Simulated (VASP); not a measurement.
ZnS (zinc blende): the band gap from VASP (plane waves, PAW) at several levels of theory. Gaps are without spin-orbit coupling. Each level names its cell: its own relaxed one, PBE's, or the starting one. A gap is the smallest over the k-mesh and a band path; hybrids may have named points in place of the path, and GW has the mesh alone. mBJ is a potential without an energy functional, so only the levels count.

```json
[
 {"level": "LDA (own cell)", "band gap (eV)": "2.15", "error against measurement (eV)": "-1.79"},
 {"level": "PBE (own cell)", "band gap (eV)": "2.01", "error against measurement (eV)": "-1.93"},
 {"level": "PBEsol (own cell)", "band gap (eV)": "2.08", "error against measurement (eV)": "-1.86"},
 {"level": "RPBE (own cell)", "band gap (eV)": "2.02", "error against measurement (eV)": "-1.92"},
 {"level": "AM05 (own cell)", "band gap (eV)": "2.17", "error against measurement (eV)": "-1.77"},
 {"level": "PBE-D3(BJ) (own cell)", "band gap (eV)": "2.17", "error against measurement (eV)": "-1.77"},
 {"level": "PBE-D4 (own cell)", "band gap (eV)": "2.17", "error against measurement (eV)": "-1.77"},
 {"level": "optB88-vdW (own cell)", "band gap (eV)": "1.96", "error against measurement (eV)": "-1.98"},
 {"level": "rev-vdW-DF2 (starting cell)", "band gap (eV)": "1.99", "error against measurement (eV)": "-1.95"},
 {"level": "revTPSS (own cell)", "band gap (eV)": "2.27", "error against measurement (eV)": "-1.67"},
 {"level": "SCAN (own cell)", "band gap (eV)": "2.70", "error against measurement (eV)": "-1.24"},
 {"level": "r2SCAN (own cell)", "band gap (eV)": "2.72", "error against measurement (eV)": "-1.22"},
 {"level": "r2SCAN+rVV10 (own cell)", "band gap (eV)": "2.72", "error against measurement (eV)": "-1.22"},
 {"level": "mBJ (TB09) (PBE cell)", "band gap (eV)": "3.60", "error against measurement (eV)": "-0.34"},
 {"level": "HSE06 (PBE cell)", "band gap (eV)": "3.23", "error against measurement (eV)": "-0.71"},
 {"level": "HSEsol (PBE cell)", "band gap (eV)": "3.08", "error against measurement (eV)": "-0.86"},
 {"level": "PBE0 (PBE cell)", "band gap (eV)": "3.88", "error against measurement (eV)": "-0.06"},
 {"level": "B3LYP (PBE cell)", "band gap (eV)": "3.50", "error against measurement (eV)": "-0.44"},
 {"level": "Hartree-Fock (PBE cell)", "band gap (eV)": "10.05", "error against measurement (eV)": "+6.11"}
]
```

Measured: 3.94 eV (as given by Wei Chen et al., Physical Review Materials (2018), doi:10.1103/physrevmaterials.2.073803; zero-point renormalisation of 0.1 eV added back (the table's ZPR column)).

The cell of the LDA (own cell) run:

ZnS has the cubic space group F-43m (No. 216), the zinc blende structure, Pearson symbol cF8. Conventional cell: a = b = c = 5.302 Å, α = β = γ = 90.00°. Zn on 4a is surrounded by 4 S at 2.296 Å (tetrahedral). S on 4d is coordinated by 4 Zn at 2.296 Å (tetrahedral). (Neighbours: up to the widest gap in distance over summed covalent radii, below 1.35, at either atom; cation-cation and far metal-metal contacts left out.)
(The calculation used a cell of 2 atoms; values per cell refer to that cell.)

Only levels that ran to the end are used. Left out are those held back, those with too coarse a band path, GW runs whose mesh misses a band edge, hybrids' fits of cells that aren't cubic and levels without matching references; a question may draw on a part of the rest.

The compound is ZnS in the zinc blende structure.
